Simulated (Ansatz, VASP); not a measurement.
**CuRu in two plane-wave programs**

Aim: how closely do two programs agree when they are given the same cell, functional and k mesh? The cell is invented: As first built, before any earlier steps moved the atoms (in the runner's words): it takes the CuPd structure with some of its atoms replaced by other elements, volume scaled by an estimate. It may not be a known or stable phase. The cell is taken from a series of VASP runs on this material, whose earlier steps may have relaxed, scaled or displaced it; both programs get it as it stands.

Program: Ansatz 0.2.0. Level of theory: plane waves, with VASP 6.6.1 beside it; band structure at PBE and single point at PBE. Results are calculated unless marked as measured.

### Step 1. Starting point

The structure is cubic, space group Pm-3m (No. 221). Conventional cell: a = 2.954 Å, b = 2.954 Å, c = 2.954 Å, α = 90.00°, β = 90.00°, γ = 90.00°. Nearest to Ru lie 8 Cu at 2.56 Å. Cu has 8 Ru at 2.56 Å nearest. As first built, before any earlier steps moved the atoms (in the runner's words): sites of the CuPd structure (space group 221) filled with other elements, volume scaled by an estimate. Farther neighbours are not listed.

### Step 2. VASP: band structure, PBE

With cell and atoms fixed, the geometry can't cause a difference; cores, projectors, grids and the points listed under the comparison can.

Lines of VASP's logs that name or quote its potential files are left out, and so is its time.

The input, INCAR:

```
SYSTEM = CuRu
PREC = Accurate
ENCUT = 400
EDIFF = 1E-06
NELM = 100
ISMEAR = 1
SIGMA = 0.2
LREAL = .FALSE.
ALGO = Normal
GGA = PE
LORBIT = 11
LWAVE = .FALSE.
LCHARG = .FALSE.
```

The input, POSCAR:

```
CuRu
1.0
    2.9541331336      0.0000000000      0.0000000000
    0.0000000000      2.9541331336      0.0000000000
    0.0000000000      0.0000000000      2.9541331336
Ru Cu
1 1
Direct
    0.5000000000      0.5000000000      0.5000000000
    0.0000000000      0.0000000000      0.0000000000
```

The input, KPOINTS:

```
Automatic mesh
0
Gamma
8 8 8
0 0 0
```

The input, KPOINTS_OPT:

```
Line mode
16
Line-mode
Reciprocal
  0.00000000   0.00000000   0.00000000 GAMMA
  0.00000000   0.50000000   0.00000000 X

  0.00000000   0.50000000   0.00000000 X
  0.50000000   0.50000000   0.00000000 M

  0.50000000   0.50000000   0.00000000 M
  0.00000000   0.00000000   0.00000000 GAMMA

  0.00000000   0.00000000   0.00000000 GAMMA
  0.50000000   0.50000000   0.50000000 R

  0.50000000   0.50000000   0.50000000 R
  0.00000000   0.50000000   0.00000000 X

  0.50000000   0.50000000   0.00000000 M
  0.50000000   0.50000000   0.50000000 R
```

The projector-augmented-wave data sets are Ru_pv and Cu (PBE family, release 64).

On the command line:

```sh
mpirun -np 1 vasp_std
```

Numbers of over 12 decimals in the logs are rounded to 6 here.

Log:

```text
[banner, memory and clock lines left out]
running    1 mpi-ranks, on    1 nodes
 distrk:  each k-point on    1 cores,    1 groups
 distr:  one band on    1 cores,    1 groups

 POSCAR found type information on POSCAR RuCu
 POSCAR found :  2 types and       2 ions
 LDA part: xc-table for (Slater+PW92), standard interpolation
 POSCAR, INCAR and KPOINTS ok, starting setup
 FFT: planning ... GRIDC
 FFT: planning ... GRID_SOFT
 FFT: planning ... GRID
 WAVECAR not read
 entering main loop
       N       E                     dE             d eps       ncg     rms          rms(c)
DAV:   1     0.158181540943E+03    0.15818E+03   -0.12726E+04  1232   0.189E+03
DAV:   2    -0.992064510802E+01   -0.16810E+03   -0.16512E+03  1168   0.399E+02
DAV:   3    -0.141745540603E+02   -0.42539E+01   -0.42273E+01  1376   0.734E+01
DAV:   4    -0.142559287742E+02   -0.81375E-01   -0.81255E-01  1456   0.846E+00
DAV:   5    -0.142583360589E+02   -0.24073E-02   -0.24072E-02  1640   0.143E+00    0.157E+01
DAV:   6    -0.157205715922E+02   -0.14622E+01   -0.64752E+01  1200   0.221E+02    0.125E+01
DAV:   7    -0.120739901582E+02    0.36466E+01   -0.13116E+01  1424   0.899E+01    0.166E+00
DAV:   8    -0.120733311320E+02    0.65903E-03   -0.74366E-01  1664   0.223E+01    0.177E+00
DAV:   9    -0.120564619271E+02    0.16869E-01   -0.23161E-01  1464   0.169E+01    0.821E-01
DAV:  10    -0.120459281814E+02    0.10534E-01   -0.42783E-02  1344   0.722E+00    0.667E-02
DAV:  11    -0.120461995130E+02   -0.27133E-03   -0.19011E-03  1728   0.130E+00    0.130E-01
DAV:  12    -0.120459793529E+02    0.22016E-03   -0.12174E-03  1352   0.126E+00    0.304E-02
DAV:  13    -0.120459726976E+02    0.66553E-05   -0.56181E-05  1728   0.186E-01    0.102E-02
DAV:  14    -0.120459717875E+02    0.91005E-06   -0.18855E-06   936   0.447E-02
   1 F= -.12045972E+02 E0= -.12043602E+02  d E =-.711072E-02
 Start KPOINTS_OPT (optional k-point list driver)
k-point batch [1-35\96]
       N       E                     dE             ncg
DAV:   1     0.306710220515E+04   -0.18636E+05     1288
DAV:   2    -0.221521337898E+04   -0.52823E+04     1168
DAV:   3    -0.232622569658E+04   -0.11101E+03     1360
DAV:   4    -0.232875661944E+04   -0.25309E+01     1584
DAV:   5    -0.232884424857E+04   -0.87629E-01     1448
DAV:   6    -0.232884713625E+04   -0.28877E-02     1640
DAV:   7    -0.232884716485E+04   -0.28607E-04     1296
DAV:   8    -0.232884716507E+04   -0.21628E-06     1152
[...]
k-point batch [71-96\96]
       N       E                     dE             ncg
DAV:   1     0.123276513270E+05   -0.23564E+05      952
DAV:   2     0.838763352592E+04   -0.39400E+04      880
DAV:   3     0.829719715132E+04   -0.90436E+02     1080
DAV:   4     0.829542158330E+04   -0.17756E+01     1040
DAV:   5     0.829535689916E+04   -0.64684E-01     1256
DAV:   6     0.829535624002E+04   -0.65914E-03     1072
DAV:   7     0.829535620309E+04   -0.36930E-04     1112
DAV:   8     0.829535620293E+04   -0.16652E-06      744
```

From OUTCAR (step 2):

```text
ion  position               nearest neighbor table
   1  0.500  0.500  0.500-   2 2.56   2 2.56   2 2.56   2 2.56   2 2.56   2 2.56   2 2.56   2 2.56

  LATTYP: Found a simple cubic cell.
 ALAT       =     2.9541331336

 Subroutine GETGRP returns: Found 48 space group operations
 (whereof 48 operations were pure point group operations)

The static configuration has the point symmetry O_h .

 Found     35 irreducible k-points:

   k-points           NKPTS =     35   k-points in BZ     NKDIM =     35   number of bands    NBANDS=     16

   dimension x,y,z NGX =    20 NGY =   20 NGZ =   20
   dimension x,y,z NGXF=    40 NGYF=   40 NGZF=   40

   ENCUT  =  400.0 eV  29.40 Ry    5.42 a.u.   4.82  4.82  4.82*2*pi/ulx,y,z

   NELECT =      25.0000    total number of electrons

 k-points in reciprocal lattice and weights: Automatic mesh
   0.00000000  0.00000000  0.00000000       0.002
   0.12500000  0.00000000  0.00000000       0.012
   0.25000000  0.00000000  0.00000000       0.012
   0.37500000  0.00000000  0.00000000       0.012
   0.50000000  0.00000000  0.00000000       0.006
   0.12500000  0.12500000  0.00000000       0.023
   0.25000000  0.12500000  0.00000000       0.047
   0.37500000  0.12500000  0.00000000       0.047
   0.50000000  0.12500000  0.00000000       0.023
[...]
0.50000000  0.50000000  0.37500000       0.012
   0.50000000  0.50000000  0.50000000       0.002

 average (electrostatic) potential at core
       1 -69.6391       2 -61.5898

 E-fermi :  10.0486

 k-point     1 :       0.0000    0.0000    0.0000
  band No.  band energies     occupation
    ...
      7       6.7816      2.00000
      8       6.7816      2.00000
      9       6.7816      2.00000
     10       8.5646      2.00000
     11       8.5646      2.00000
     12      10.5780     -0.00117
     13      10.5780     -0.00117
     14      10.5780     -0.00117
     15      18.6528      0.00000
     16      18.6528      0.00000

 k-point     2 :       0.1250    0.0000    0.0000
  band No.  band energies     occupation
    ...
      7       6.7805      2.00000
      8       6.7805      2.00000
      9       6.8399      2.00000
     10       8.4231      2.00000
     11       8.6330      2.00000
     12      10.1871      0.08567
     13      10.1871      0.08567
     14      10.5094     -0.00532
     15      17.2318      0.00000
     16      19.3808      0.00000

 k-point     3 :       0.2500    0.0000    0.0000
  band No.  band energies     occupation
    ...
      9       6.9907      2.00000
     10       8.0162      2.00000
     11       8.7719      2.00000
     12       9.3763      2.00002
     13       9.3763      2.00002
     14      10.3338     -0.06160
     15      14.7865      0.00000
     16      21.1963      0.00000

  Total       -0.0230958     -0.0230958     -0.0230958     -0.0000000      0.0000000     -0.0000000
  in kB       -1.4353374     -1.4353374     -1.4353374     -0.0000000      0.0000000     -0.0000000
  external PRESSURE =      -1.4353374 kB  Pullay stress =       0.0000000 kB

  energy-cutoff  :      400.00
  volume of cell :       25.78
      direct lattice vectors                 reciprocal lattice vectors
     2.954133134  0.000000000  0.000000000     0.338508779  0.000000000  0.000000000
     0.000000000  2.954133134  0.000000000     0.000000000  0.338508779  0.000000000
     0.000000000  0.000000000  2.954133134     0.000000000  0.000000000  0.338508779

 POSITION                                       TOTAL-FORCE (eV/Angst)
 -----------------------------------------------------------------------------------
      1.47707      1.47707      1.47707         0.000000      0.000000      0.000000
      0.00000      0.00000      0.00000         0.000000      0.000000      0.000000
 -----------------------------------------------------------------------------------
    total drift:                               -0.000000      0.000000      0.000000

  FREE ENERGIE OF THE ION-ELECTRON SYSTEM (eV)
  ---------------------------------------------------
  free  energy   TOTEN  =       -12.0459717875 eV

  energy  without entropy=      -12.0388610671  energy(sigma->0) =      -12.04360155

 total charge
# of ion       s       p       d       tot
------------------------------------------
    1        0.340   6.232   5.955  12.527
    2        0.510   0.478   9.099  10.088
--------------------------------------------------
tot          0.850   6.711  15.054  22.615

[... 3 further parts left out ...]
```

The run ends at a pressure of -0.14 GPa.

### Step 3. Ansatz: band structure, PBE

Ansatz runs on its default PAW (the set named soft_2) files.

The same cell, functional, mesh and smearing now go to Ansatz, which takes its cutoff from its data sets.

The input, input.yaml:

```yaml
crystal:
  lattice:
    - [2.9541331336, 0.0, 0.0]
    - [0.0, 2.9541331336, 0.0]
    - [0.0, 0.0, 2.9541331336]
  atoms:
    - { symbol: Ru, position: [0.5, 0.5, 0.5] }
    - { symbol: Cu, position: [0.0, 0.0, 0.0] }
hamiltonian:
  xc: pbe
  pseudopotentials: { kind: paw }
kpoints:
  mp_grid: { grid: [8, 8, 8] }
  band_path:
    path:
      - [0.0, 0.0, 0.0]
      - [0.0, 0.1, 0.0]
      - [0.0, 0.2, 0.0]
      - [0.0, 0.3, 0.0]
      - [0.0, 0.43333, 0.0]
      - [0.0, 0.5, 0.0]
      - [0.1, 0.5, 0.0]
      - [0.2, 0.5, 0.0]
      - [0.33333, 0.5, 0.0]
      - [0.43333, 0.5, 0.0]
      - [0.5, 0.5, 0.0]
      - [0.36667, 0.36667, 0.0]
      - [0.26667, 0.26667, 0.0]
      - [0.16667, 0.16667, 0.0]
      - [0.06667, 0.06667, 0.0]
      - [0.03333, 0.03333, 0.03333]
      - [0.13333, 0.13333, 0.13333]
      - [0.23333, 0.23333, 0.23333]
      - [0.33333, 0.33333, 0.33333]
      - [0.46667, 0.46667, 0.46667]
      - [0.46667, 0.5, 0.46667]
      - [0.36667, 0.5, 0.36667]
      - [0.23333, 0.5, 0.23333]
      - [0.13333, 0.5, 0.13333]
      - [0.03333, 0.5, 0.03333]
      - [0.5, 0.5, 0.03333]
      - [0.5, 0.5, 0.16667]
      - [0.5, 0.5, 0.26667]
      - [0.5, 0.5, 0.36667]
      - [0.5, 0.5, 0.5]
    npoints: 1
scf:
  occupations: { method: methfessel_paxton, width: 0.2 }
  n_extra_bands: 7
output:
  forces: true
  stress: true
  eigenvalues: true
```

On the command line:

```sh
ansatz run input.yaml --threads 2 --pin off --max-ram 4608MiB --backend cpu --events-out ev --progress --plain --runs-dir out
```

Log:

```text
scf.n_extra_bands = 7 over 18 filled bands (N_el = 35.0): the run solves 25 bands
Engine: ansatz 0.2.0, x86_64-unknown-linux-gnu
Pseudopotentials: kind: paw
Pseudopotential: Ru, paw, valence charge 16, recommended cutoff 420 eV (normal), Ru.paw.azcp
Pseudopotential: Cu, paw, valence charge 19, recommended cutoff 420 eV (normal), Cu.paw.azcp
Functional definition: PBE
  parameter kappa = 0.804
  parameter beta = 0.066725
  exchange = pbe_x(kappa = kappa, mu = beta*pi^2/3)
  correlation = pbe_c(beta = beta)
Crystal: 2 atoms, lattice volume = 25.780 Å³
Basis set: ecut = 420 eV, 485 PW (Γ), exchange–correlation on 40×40×40 points (8 copies of the dense FFT grid, shifted against one another)
Bands: 25, of which v1, the nominal top of the filled ones, is band 18 counted from 1 (17 counted from 0)
Symmetry: 48 space group operations
Space group: Pm-3m (ITA 221), of the structure as read, at distance tolerance 3.0e-5 Å
k-points: 35 of 512
Non-local potential: Ru, projectors of the file, l = 0: 3, l = 1: 2, l = 2: 2, l = 3: 1
Non-local potential: Cu, projectors of the file, l = 0: 3, l = 1: 2, l = 2: 3, l = 3: 1
PAW form: soft (Blöchl's): semilocal exchange-correlation on the pseudo side does not see the compensation charge
PAW one-centre angular grid: Ru, 590 points (default); XC on 64 Gauss nodes
PAW one-centre angular grid: Cu, 590 points (default); XC on 64 Gauss nodes
Initial density: superposition of atomic densities (neutral atoms: chi_scale 0, normalization atom), corrected by the library's trained network
Initial wavefunctions: pseudopotential atomic-orbital guess
Functional: x = pbe(κ = 0.804, μ = 0.219515), c = pbe(β = 0.066725)
SCF iter   1: F=—  HF=-12502.965179 eV  |F-HF|=—  |Δ(HF+E_count)|=         —  Δρ=5.58e-3  dr2=4.86e-3  ethr=1.77e-3  ⟨swp⟩=4.9  Hψ=3369  notcnv=0  defer=12
preconditioner: auto → none  [metal: Δε(μ)=0.050 eV  Ē_g=12.520 eV  σ=0.200 eV  W_gap=0.21  n_scr=6 (ndim 8)  ℏωp=31.9 eV  f_vac=0.000  D(μ)=3.83/eV (n_scr^D=56)  sad-step TF]
SCF iter   2: F=—  HF=-12502.965774 eV  |F-HF|=—  |Δ(HF+E_count)|=   5.95e-4  S|Δr|=    0.00e0  Δρ=3.38e-3  dr2=2.21e-3  ethr=1.39e-5  ⟨swp⟩=2.1  Hψ=1698  notcnv=0  defer=12
SCF iter   3: F=—  HF=-12502.965715 eV  |F-HF|=—  |Δ(HF+E_count)|=   5.97e-5  S|Δr|=    0.00e0  Δρ=1.09e-3  dr2=1.90e-4  ethr=6.31e-6  ⟨swp⟩=1.0  Hψ=814  notcnv=0  defer=12
SCF iter   4: F=—  HF=-12502.965665 eV  |F-HF|=—  |Δ(HF+E_count)|=   4.96e-5  S|Δr|=    0.00e0  Δρ=2.38e-4  dr2=2.89e-6  ethr=5.43e-7  ⟨swp⟩=2.4  Hψ=1342  notcnv=0  defer=12
SCF iter   5: F=—  HF=-12502.965677 eV  |F-HF|=—  |Δ(HF+E_count)|=   1.20e-5  S|Δr|=    0.00e0  Δρ=6.35e-5  dr2=5.88e-7  ethr=8.26e-9  ⟨swp⟩=2.0  Hψ=1416  notcnv=0  defer=12
SCF iter   6: F=-12502.965677 eV  HF=-12502.965677 eV  |F-HF|=6.49e-9  |Δ(HF+E_count)|=   2.83e-8  S|Δr|=    0.00e0  Δρ=9.17e-6  dr2=1.33e-8  ethr=2.86e-10  ⟨swp⟩=6.3  Hψ=3801  notcnv=0
SCF 1 converged in 6 iterations: F = -12502.965677 eV  dr2 = 1.33e-8
  greatest PAW one-centre occupation: 1.000 electrons in one spin orbital (limit 2), on the Cu atom at site 1 (counted from 0), in its partial waves of l = 0
NSCF: frozen V_eff on 30 k-points
SCF converged after 6 iterations
Stability not checked: this state was not tested for a lower state beside it, because cold or Methfessel-Paxton smearing, or corrected tetrahedra, fill the levels in a way that the test cannot read (fill_not_monotonic; see scf.lower_state_search)
Free energy (F): -12502.965677 eV
Harris-Foulkes:  -12502.965677 eV  (|F-HF|=6.49e-9)
Internal energy: -12502.958764 eV  (E = F + TS)
E sigma→0 (E₀):  -12502.963949 eV
Entropy (-TS):   -0.006913 eV (-3.457 meV/atom)
Fermi energy:    19.910782 eV
--- Per-component energies (eV) ---
  E_band       = -410.179918
  E_kinetic    = 812.884509
  E_local      = -5448.572244  (includes V_loc(G=0)·N_el)
  E_nonlocal   = 728.459870
  E_hartree    = 2257.695774
  E_xc         = -280.055390
  E_vxc        = -354.713498  (∫ρ·V_xc dr)
  E_paw        = -5118.448523  (= ΣΔE_a)
  E_vpaw       = -663.635362  (= ΣTr[D̂ρ^β])
  E_aug_tail   = 0.000141  (compensation charges beyond the density's cutoff)
  E_ewald      = -5454.922901
  E_smearing   = -0.006913  (= −TS)
  E_closure    = -0.000000  (closes the sum)
  Σ components = -12502.965677   (vs F -12502.965677, Δ=0.00e0)
--- Forces (eV/Å), atoms counted from 1 ---
  atom   1  Ru     0.00000000     0.00000000    -0.00000000
  atom   2  Cu    -0.00000000    -0.00000000    -0.00000000
  max |Σ_I F_I| component: 4.60e-30 eV/Å
--- Stress (GPa, compression-positive) ---
        0.700932       0.000000       0.000000
        0.000000       0.700932       0.000000
        0.000000      -0.000000       0.700932
  P = ⅓ Tr σ = 0.7009 GPa (7.009 kbar)
--- Band table (eV; the first three rows and the last of 35) ---
  k-point 0: bands = [... 14 lower, 18.4297, 18.4297, 20.4409, 20.4409, 20.4409, 28.4564, 28.4564, 28.4564, ... 3 higher]
  k-point 1: bands = [... 14 lower, 18.2868, 18.4984, 20.0467, 20.0467, 20.3710, 27.0434, 29.1855, 29.1855, ... 3 higher]
  k-point 2: bands = [... 14 lower, 17.8761, 18.6361, 19.2297, 19.2297, 20.1915, 24.6084, 30.9994, 30.9994, ... 3 higher]
  k-point 34: bands = [... 14 lower, 17.5450, 17.5450, 21.0633, 21.0633, 25.3605, 27.7713, 27.7713, 27.7713, ... 3 higher]
```

Wall time 0.93 s (2 threads of Intel Xeon 6975P-C (Granite Rapids), shared host); peak memory 0.35 GiB; 1.4 s of CPU time.

[end of part 1 of 2]

[Lines on the potential files, build, host, timing and source positions are cut from VASP's logs without a mark.]

[Logs are printed without paths, hosts, clocks, repeated set-up lines and the standing remarks that a program may print on its own settings, such as how far it seeks lower states.]

[Hosts, paths, dates, database ids (printed as entryN), source tags and the programs' standing remarks are cut or masked in the printed files.]
